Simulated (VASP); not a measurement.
## YbSe (space group Fm-3m): computed properties

Calculation: SCAN meta-GGA, VASP's PBE PAW potentials (set 64) (plane waves; VASP 6.6.1).

| Property | Value |
|---|---|
| space group | Fm-3m (225) |
| cell | a = b = c = 5.819 Å, α = β = γ = 90.00° |
| volume per atom | 24.63 Å^3/atom |
| band gap (over mesh and band path) | 2.20 eV |
| smallest direct gap (over mesh and band path) | 3.06 eV |
| band-edge character | indirect, Γ to X |
| density | 8.50 g/cm³ |
| mean ε∞ (independent particles) | 5.70 |

Space group Fm-3m (No. 225); a = b = c = 5.8190 Å, α = β = γ = 90.00°

| atom | site | symmetry | x | y | z |
|---|---|---|---|---|---|
| Yb | 4b | m-3m | 0.5000 | 0.5000 | 0.5000 |
| Se | 4a | m-3m | 0.0000 | 0.0000 | 0.0000 |
(The calculation used a cell of 2 atoms; values per cell refer to that cell.)

The 4f electrons are frozen in the core of the lanthanide potential, so 4f levels, which can set the real gap, and their magnetism are missing.

The structure comes from a measured YbSe entry (Fm-3m) of the Crystallography Open Database, whose conditions weren't checked. It was relaxed first, which changed the volume by -6 %. Symmetry was kept, so distortions that lower it aren't found.
